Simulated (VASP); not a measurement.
# HfN: convergence with the PAW data sets and plane-wave cutoff, part 2 of 3

How sensitive are energy and pressure of HfN to the PAW data sets and plane-wave cutoff? The series runs use PBEsol. The start is a cell from a database of measured crystal structures.

VASP 6.6.1, plane waves and PAW; the level of theory is named at each step.

Still holding for the runs below: This run has no spin polarisation. Its electron count is odd, so without a moment it is a metal by construction. The k-mesh is coarse for a metal.

So far. Step 6 (PAW data sets: GW 64: Hf sv GW N GW): With 17 valence electrons the pressure is -1.59 GPa, +1.93 GPa from the first of the series, after 14 cycles in 8.2 s. Step 7 (PAW data sets: hard 64: Hf pv N h): With 15 valence electrons the pressure is -3.88 GPa, -0.35 GPa from the first of the series, after 12 cycles in 14 s.

The database entry behind the starting cell differs from later determinations by our own check (about 0.3 % short), so it need not match the best structure at ambient conditions.

## 8. PAW data sets: soft 64: Hf pv N s

This step: PBEsol; plane waves and PAW (Hf_pv, N_s) (VASP 6.6.1).

INCAR reads:

```
SYSTEM = HfN
PREC = Accurate
ENCUT = 400
EDIFF = 1E-06
NELM = 100
ISMEAR = -1
SIGMA = 0.05
LREAL = .FALSE.
ALGO = Normal
GGA = PS
NBANDS = 13
LASPH = .TRUE.
LORBIT = 11
LWAVE = .FALSE.
LCHARG = .FALSE.
KPAR = 2
ISIF = 2
```

POSCAR reads:

```
HfN
1.0
    0.0000000000      2.2560000000      2.2560000000
    2.2560000000      0.0000000000      2.2560000000
    2.2560000000      2.2560000000      0.0000000000
Hf N
1 1
Direct
    0.0000000000      0.0000000000      0.0000000000
    0.5000000000      0.5000000000      0.5000000000
```

KPOINTS reads:

```
Automatic mesh
0
Gamma
7 7 7
0 0 0
```

PAW data sets: Hf_pv and N_s (PBE family, release 64).

Launch:

```console
mpirun -np 2 vasp_std
```

Output:

```text
[... set-up lines as in an earlier step ...]
 entering main loop
       N       E                     dE             d eps       ncg     rms          rms(c)
DAV:   1     0.419592032195E+02    0.41959E+02   -0.65674E+03   520   0.889E+02
DAV:   2    -0.236409944929E+02   -0.65600E+02   -0.60822E+02   635   0.266E+02
DAV:   3    -0.257357448152E+02   -0.20948E+01   -0.20823E+01   640   0.358E+01
DAV:   4    -0.257477240343E+02   -0.11979E-01   -0.11977E-01   560   0.349E+00
[...]
DAV:  11    -0.229770372317E+02    0.15126E-03   -0.31297E-04   654   0.202E-01    0.995E-02
DAV:  12    -0.229770359638E+02    0.12678E-05   -0.27506E-05   585   0.446E-02    0.372E-02
DAV:  13    -0.229770352043E+02    0.75955E-06   -0.17829E-06   435   0.140E-02
   1 F= -.22977035E+02 E0= -.22973289E+02  d E =-.749149E-02
```

Wall time 5.4 s (2 MPI ranks of AMD EPYC 7R43, shared host); peak memory 0.21 GiB; 9.4 s of CPU time.

From OUTCAR (step 8):

```text
  Total       -0.5614709     -0.5614709     -0.5614709      0.0000000      0.0000000     -0.0000000
  in kB      -39.1733377    -39.1733377    -39.1733377      0.0000000      0.0000000     -0.0000000
  external PRESSURE =     -39.1733377 kB  Pullay stress =       0.0000000 kB

 POSITION                                       TOTAL-FORCE (eV/Angst)
 -----------------------------------------------------------------------------------
      0.00000      0.00000      0.00000         0.000000      0.000000      0.000000
      2.25600      2.25600      2.25600         0.000000      0.000000     -0.000000
 -----------------------------------------------------------------------------------
    total drift:                                0.000000     -0.000000     -0.000000

  FREE ENERGIE OF THE ION-ELECTRON SYSTEM (eV)
  ---------------------------------------------------
  free  energy   TOTEN  =       -22.9770352043 eV

  energy  without entropy=      -22.9695437186  energy(sigma->0) =      -22.97328946

[... 1 part as in an earlier step ...]

[... 2 further parts left out ...]
[key lines of the parts left out:]
E-fermi :   8.7760
```

With 15 valence electrons the pressure is -3.92 GPa, -0.39 GPa from the first of the series, after 13 cycles in 5.4 s.

## 9. The PAW data sets series as a table

This step: convergence of PBEsol results with the datasets; plane waves and PAW (VASP 6.6.1).

No new run; the numbers come from the runs before.

Results of the series, by row:

```
                        setting     status  pressure (GPa)  SCF cycles  wall time (s)
       minimal 64: Hf N, 520 eV  converged          -3.525          13            4.4
recommended 64: Hf_pv N, 520 eV  converged          -3.856          13              5
recommended 54: Hf_pv N, 520 eV  converged          -3.856          13            5.2
   semicore 64: Hf_sv N, 520 eV  converged          -3.078          13            6.2
   gw 64: Hf_sv_GW N_GW, 550 eV  converged          -1.591          14            8.2
     hard 64: Hf_pv N_h, 990 eV  converged          -3.876          12           13.8
     soft 64: Hf_pv N_s, 400 eV  converged          -3.917          13            5.4
```

## 10. Plane-wave cutoff: ENCUT = 240

This step: PBEsol; plane waves and PAW (Hf_pv, N) (VASP 6.6.1).

The basis grows with ENCUT, and energy and stress both move with it.

INCAR, as its differences from that of step 8:

```diff
@@ -2,3 +2,3 @@
 PREC = Accurate
-ENCUT = 400
+ENCUT = 240
 EDIFF = 1E-06
```

POSCAR is that of step 8.

KPOINTS is that of step 8.

Potentials, in the order of the species: Hf_pv and N (PBE family, release 64).

Launch:

```console
mpirun -np 2 vasp_std
```

Output:

```text
[... set-up lines as in an earlier step ...]
 entering main loop
       N       E                     dE             d eps       ncg     rms          rms(c)
DAV:   1     0.141321890353E+02    0.14132E+02   -0.50309E+03   548   0.592E+02
DAV:   2    -0.240532696276E+02   -0.38185E+02   -0.36181E+02   683   0.161E+02
DAV:   3    -0.249938658337E+02   -0.94060E+00   -0.93811E+00   580   0.216E+01
DAV:   4    -0.249975146728E+02   -0.36488E-02   -0.36486E-02   613   0.158E+00
DAV:   5    -0.249975387664E+02   -0.24094E-04   -0.24092E-04   575   0.105E-01    0.531E+01
DAV:   6    -0.231475611503E+02    0.18500E+01   -0.48874E+00   570   0.168E+01    0.414E+01
DAV:   7    -0.230368631579E+02    0.11070E+00   -0.30077E-01   610   0.430E+00    0.196E+01
DAV:   8    -0.230156450617E+02    0.21218E-01   -0.47202E-02   590   0.187E+00    0.190E+00
DAV:   9    -0.230134330808E+02    0.22120E-02   -0.60551E-03   590   0.617E-01    0.119E+00
DAV:  10    -0.230133608623E+02    0.72218E-04   -0.63138E-04   613   0.221E-01    0.227E-01
DAV:  11    -0.230133412262E+02    0.19636E-04   -0.56365E-05   580   0.673E-02    0.361E-02
DAV:  12    -0.230133413296E+02   -0.10337E-06   -0.29668E-06   530   0.145E-02
   1 F= -.23013341E+02 E0= -.23009753E+02  d E =-.717630E-02
```

Wall time 3 s (2 MPI ranks); peak memory 0.15 GiB.

Parts of OUTCAR (step 10):

```text
   ENCUT  =  240.0 eV  17.64 Ry    4.20 a.u.   4.03  4.03  4.03*2*pi/ulx,y,z

   NELECT =      15.0000    total number of electrons

 E-fermi :   8.5319

 k-point     1 :       0.0000    0.0000    0.0000
  band No.  band energies     occupation
    ...
      6       5.4478      2.00000
      7       5.4478      2.00000
      8       7.9208      1.99999
      9       7.9208      1.99999
     10       7.9208      1.99999
     11       9.8598      0.00000
     12      10.2435      0.00000
     13      10.2435      0.00000

  Total       -6.7369776     -6.7369776     -6.7369776      0.0000000      0.0000000      0.0000000
  in kB     -470.0330564   -470.0330564   -470.0330564      0.0000000      0.0000000      0.0000000
  external PRESSURE =    -470.0330564 kB  Pullay stress =       0.0000000 kB

 POSITION                                       TOTAL-FORCE (eV/Angst)
 -----------------------------------------------------------------------------------
      0.00000      0.00000      0.00000         0.000000     -0.000000     -0.000000
      2.25600      2.25600      2.25600        -0.000000      0.000000      0.000000
 -----------------------------------------------------------------------------------
    total drift:                                0.000000      0.000000      0.000000

  FREE ENERGIE OF THE ION-ELECTRON SYSTEM (eV)
  ---------------------------------------------------
  free  energy   TOTEN  =       -23.0133413296 eV

  energy  without entropy=      -23.0061650317  energy(sigma->0) =      -23.00975318

[... 5 parts as in an earlier step ...]

[... 11 further parts left out ...]
```

Harder data sets than Hf_pv exist (the GW ones), and pressures, volumes and forces can shift noticeably with them.

Numbers from this step:

```yaml
scf_cycles: 12
free_energy_toten: -23.01 eV
energy_at_zero_smearing: -23.01 eV
fermi_energy: 8.532 eV
pressure: -47.00 GPa
```

The series starts at -11.5049 eV an atom and -47.00 GPa, after 12 cycles in 3 s.

## 11. Plane-wave cutoff: ENCUT = 300

INCAR, as its differences from that of step 10:

```diff
@@ -2,3 +2,3 @@
 PREC = Accurate
-ENCUT = 240
+ENCUT = 300
 EDIFF = 1E-06
```

POSCAR is that of step 10.

KPOINTS is that of step 10.

Launch:

```console
mpirun -np 2 vasp_std
```

Output:

```text
[... set-up lines as in an earlier step ...]
 entering main loop
       N       E                     dE             d eps       ncg     rms          rms(c)
DAV:   1     0.215837943916E+02    0.21584E+02   -0.57454E+03   528   0.710E+02
DAV:   2    -0.242233847588E+02   -0.45807E+02   -0.43379E+02   686   0.184E+02
DAV:   3    -0.254391214223E+02   -0.12157E+01   -0.12127E+01   610   0.257E+01
DAV:   4    -0.254438434866E+02   -0.47221E-02   -0.47215E-02   595   0.197E+00
[...]
DAV:  11    -0.229798589155E+02    0.44150E-04   -0.10777E-04   580   0.952E-02    0.460E-02
DAV:  12    -0.229798578962E+02    0.10194E-05   -0.87285E-06   635   0.255E-02    0.924E-03
DAV:  13    -0.229798577453E+02    0.15086E-06   -0.11492E-07   295   0.328E-03
   1 F= -.22979858E+02 E0= -.22976221E+02  d E =-.727298E-02
```

It took 3.6 s on 2 MPI ranks; peak memory 0.17 GiB; 5.8 s of CPU time.

From OUTCAR (step 11):

```text
  Total       -3.2465832     -3.2465832     -3.2465832      0.0000000      0.0000000     -0.0000000
  in kB     -226.5112802   -226.5112802   -226.5112802      0.0000000      0.0000000     -0.0000000
  external PRESSURE =    -226.5112802 kB  Pullay stress =       0.0000000 kB

 POSITION                                       TOTAL-FORCE (eV/Angst)
 -----------------------------------------------------------------------------------
      0.00000      0.00000      0.00000         0.000000      0.000000      0.000000
      2.25600      2.25600      2.25600        -0.000000     -0.000000     -0.000000
 -----------------------------------------------------------------------------------
    total drift:                               -0.000000      0.000000     -0.000000

  FREE ENERGIE OF THE ION-ELECTRON SYSTEM (eV)
  ---------------------------------------------------
  free  energy   TOTEN  =       -22.9798577453 eV

  energy  without entropy=      -22.9725847660  energy(sigma->0) =      -22.97622126

[... 1 part as in an earlier step ...]

[... 2 further parts left out ...]
[key lines of the parts left out:]
E-fermi :   8.4885
```

Against the run before the energy moves by +16.77 meV an atom and the pressure by +24.35 GPa, after 13 cycles in 3.6 s.

## 12. Plane-wave cutoff: ENCUT = 360

INCAR, as its differences from that of step 11:

```diff
@@ -2,3 +2,3 @@
 PREC = Accurate
-ENCUT = 300
+ENCUT = 360
 EDIFF = 1E-06
```

POSCAR is that of step 11.

KPOINTS is that of step 11.

Launch:

```console
mpirun -np 2 vasp_std
```

Output:

```text
[... set-up lines as in an earlier step ...]
 entering main loop
       N       E                     dE             d eps       ncg     rms          rms(c)
DAV:   1     0.299639106486E+02    0.29964E+02   -0.64053E+03   520   0.819E+02
DAV:   2    -0.240204801750E+02   -0.53984E+02   -0.51447E+02   699   0.205E+02
DAV:   3    -0.256022675768E+02   -0.15818E+01   -0.15763E+01   613   0.299E+01
DAV:   4    -0.256087154269E+02   -0.64479E-02   -0.64470E-02   598   0.228E+00
[...]
DAV:  11    -0.229576084944E+02    0.62225E-04   -0.15866E-04   605   0.118E-01    0.621E-02
DAV:  12    -0.229576076391E+02    0.85523E-06   -0.12076E-05   600   0.301E-02    0.865E-03
DAV:  13    -0.229576074149E+02    0.22424E-06   -0.15742E-07   275   0.399E-03
   1 F= -.22957607E+02 E0= -.22953890E+02  d E =-.743422E-02
```

Elapsed: 4.4 s, on 2 MPI ranks; peak memory 0.19 GiB.

OUTCAR, selected parts (step 12):

```text
  Total       -1.6029857     -1.6029857     -1.6029857     -0.0000000      0.0000000      0.0000000
  in kB     -111.8389152   -111.8389152   -111.8389152     -0.0000000      0.0000000      0.0000000
  external PRESSURE =    -111.8389152 kB  Pullay stress =       0.0000000 kB

 POSITION                                       TOTAL-FORCE (eV/Angst)
 -----------------------------------------------------------------------------------
      0.00000      0.00000      0.00000        -0.000000     -0.000000     -0.000000
      2.25600      2.25600      2.25600         0.000000      0.000000      0.000000
 -----------------------------------------------------------------------------------
    total drift:                                0.000000     -0.000000      0.000000

  FREE ENERGIE OF THE ION-ELECTRON SYSTEM (eV)
  ---------------------------------------------------
  free  energy   TOTEN  =       -22.9576074149 eV

  energy  without entropy=      -22.9501731960  energy(sigma->0) =      -22.95389031

[... 1 part as in an earlier step ...]

[... 2 further parts left out ...]
[key lines of the parts left out:]
E-fermi :   8.4720
```

Against the run before the energy moves by +11.17 meV an atom and the pressure by +11.47 GPa, after 13 cycles in 4.4 s.

## 13. Plane-wave cutoff: ENCUT = 400

INCAR, as its differences from that of step 12:

```diff
@@ -2,3 +2,3 @@
 PREC = Accurate
-ENCUT = 360
+ENCUT = 400
 EDIFF = 1E-06
```

POSCAR is that of step 12.

KPOINTS is that of step 12.

Launch:

```console
mpirun -np 2 vasp_std
```

Output:

```text
[... set-up lines as in an earlier step ...]
 entering main loop
       N       E                     dE             d eps       ncg     rms          rms(c)
DAV:   1     0.305007938242E+02    0.30501E+02   -0.66454E+03   520   0.881E+02
DAV:   2    -0.238301410074E+02   -0.54331E+02   -0.51270E+02   712   0.215E+02
DAV:   3    -0.256659776567E+02   -0.18358E+01   -0.18310E+01   603   0.320E+01
DAV:   4    -0.256733123463E+02   -0.73347E-02   -0.73335E-02   590   0.248E+00
[...]
DAV:  11    -0.229751549914E+02    0.62102E-04   -0.16327E-04   595   0.121E-01    0.614E-02
DAV:  12    -0.229751545276E+02    0.46384E-06   -0.12066E-05   640   0.303E-02    0.855E-03
DAV:  13    -0.229751544064E+02    0.12123E-06   -0.15862E-07   270   0.408E-03
   1 F= -.22975154E+02 E0= -.22971430E+02  d E =-.744905E-02
```

Run time: 5 s. Hardware: 2 MPI ranks; peak memory 0.19 GiB; 8.9 s of CPU time.

From OUTCAR (step 13):

```text
  Total       -1.0037633     -1.0037633     -1.0037633     -0.0000000      0.0000000      0.0000000
  in kB      -70.0316906    -70.0316906    -70.0316906     -0.0000000      0.0000000      0.0000000
  external PRESSURE =     -70.0316906 kB  Pullay stress =       0.0000000 kB

  FREE ENERGIE OF THE ION-ELECTRON SYSTEM (eV)
  ---------------------------------------------------
  free  energy   TOTEN  =       -22.9751544064 eV

  energy  without entropy=      -22.9677053516  energy(sigma->0) =      -22.97142988

[... 3 parts as in an earlier step ...]

[... 1 further part left out ...]
[key lines of the parts left out:]
E-fermi :   8.4680
```

Against the run before the energy moves by -8.77 meV an atom and the pressure by +4.18 GPa, after 13 cycles in 5 s.

## 14. Plane-wave cutoff: ENCUT = 460

INCAR, as its differences from that of step 13:

```diff
@@ -2,3 +2,3 @@
 PREC = Accurate
-ENCUT = 400
+ENCUT = 460
 EDIFF = 1E-06
```

POSCAR is that of step 13.

KPOINTS is that of step 13.

Launch:

```console
mpirun -np 2 vasp_std
```

Output:

```text
[... set-up lines as in an earlier step ...]
 entering main loop
       N       E                     dE             d eps       ncg     rms          rms(c)
DAV:   1     0.391194770805E+02    0.39119E+02   -0.75301E+03   520   0.996E+02
DAV:   2    -0.235634806015E+02   -0.62683E+02   -0.59590E+02   689   0.241E+02
DAV:   3    -0.256864848443E+02   -0.21230E+01   -0.21040E+01   610   0.364E+01
DAV:   4    -0.256966289224E+02   -0.10144E-01   -0.10140E-01   585   0.294E+00
[...]
DAV:  11    -0.229757091380E+02    0.65460E-04   -0.17493E-04   595   0.127E-01    0.612E-02
DAV:  12    -0.229757087560E+02    0.38193E-06   -0.12599E-05   625   0.311E-02    0.843E-03
DAV:  13    -0.229757085999E+02    0.15615E-06   -0.17799E-07   285   0.437E-03
   1 F= -.22975709E+02 E0= -.22971973E+02  d E =-.747176E-02
```

It took 5.4 s on 2 MPI ranks; peak memory 0.2 GiB.

OUTCAR, selected parts (step 14):

```text
  Total       -0.6284802     -0.6284802     -0.6284802      0.0000000      0.0000000      0.0000000
  in kB      -43.8485150    -43.8485150    -43.8485150      0.0000000      0.0000000      0.0000000
  external PRESSURE =     -43.8485150 kB  Pullay stress =       0.0000000 kB

 POSITION                                       TOTAL-FORCE (eV/Angst)
 -----------------------------------------------------------------------------------
      0.00000      0.00000      0.00000        -0.000000     -0.000000      0.000000
      2.25600      2.25600      2.25600         0.000000      0.000000     -0.000000
 -----------------------------------------------------------------------------------
    total drift:                                0.000000     -0.000000     -0.000000

  FREE ENERGIE OF THE ION-ELECTRON SYSTEM (eV)
  ---------------------------------------------------
  free  energy   TOTEN  =       -22.9757085999 eV

  energy  without entropy=      -22.9682368386  energy(sigma->0) =      -22.97197272

[... 1 part as in an earlier step ...]

[... 2 further parts left out ...]
[key lines of the parts left out:]
E-fermi :   8.4648
```

Against the run before the energy moves by -0.27 meV an atom and the pressure by +2.62 GPa, after 13 cycles in 5.4 s.

## 15. Plane-wave cutoff: ENCUT = 520

INCAR, as its differences from that of step 14:

```diff
@@ -2,3 +2,3 @@
 PREC = Accurate
-ENCUT = 460
+ENCUT = 520
 EDIFF = 1E-06
```

POSCAR is that of step 14.

KPOINTS is that of step 14.

Launch:

```console
mpirun -np 2 vasp_std
```

Output:

```text
[... set-up lines as in an earlier step ...]
 entering main loop
       N       E                     dE             d eps       ncg     rms          rms(c)
[... 13 cycles as in an earlier step ...]
   1 F= -.22973509E+02 E0= -.22969770E+02  d E =-.747833E-02
```

Wall time 5.2 s (2 MPI ranks); peak memory 0.21 GiB.

OUTCAR, selected parts (step 15):

```text
[... 6 parts as in an earlier step ...]

[... 1 further part left out ...]
[key lines of the parts left out:]
E-fermi :   8.4642
```

Against the run before the energy moves by +1.10 meV an atom and the pressure by +0.53 GPa, after 13 cycles in 5.2 s.

## 16. Plane-wave cutoff: ENCUT = 640

INCAR, as its differences from that of step 15:

```diff
@@ -2,3 +2,3 @@
 PREC = Accurate
-ENCUT = 520
+ENCUT = 640
 EDIFF = 1E-06
```

POSCAR is that of step 15.

KPOINTS is that of step 15.

Launch:

```console
mpirun -np 2 vasp_std
```

Output:

```text
[... set-up lines as in an earlier step ...]
 entering main loop
       N       E                     dE             d eps       ncg     rms          rms(c)
DAV:   1     0.479373626214E+02    0.47937E+02   -0.89699E+03   520   0.129E+03
DAV:   2    -0.228893419990E+02   -0.70827E+02   -0.64932E+02   676   0.282E+02
DAV:   3    -0.256856048472E+02   -0.27963E+01   -0.27732E+01   625   0.480E+01
DAV:   4    -0.257018224610E+02   -0.16218E-01   -0.16215E-01   590   0.411E+00
[...]
DAV:  11    -0.229774627511E+02    0.65126E-04   -0.20469E-04   601   0.145E-01    0.474E-02
DAV:  12    -0.229774626787E+02    0.72418E-07   -0.13573E-05   635   0.328E-02    0.516E-03
DAV:  13    -0.229774623971E+02    0.28159E-06   -0.24451E-07   320   0.517E-03
   1 F= -.22977462E+02 E0= -.22973724E+02  d E =-.747662E-02
```

It took 7.4 s on 2 MPI ranks; peak memory 0.25 GiB; 14 s of CPU time.

(Part 2 of 3 ends here.)

[Lines on the potential files, build, host, timing and source positions are cut from VASP's logs without a mark.]

[Logs are printed without paths, hosts, clocks, repeated set-up lines and the standing remarks that a program may print on its own settings, such as how far it seeks lower states.]

[Hosts, paths, dates, database ids (printed as entryN), source tags and the programs' standing remarks are cut or masked in the printed files.]

[A measured line is paired with the nearest computed mode of its activity, which favours agreement.]
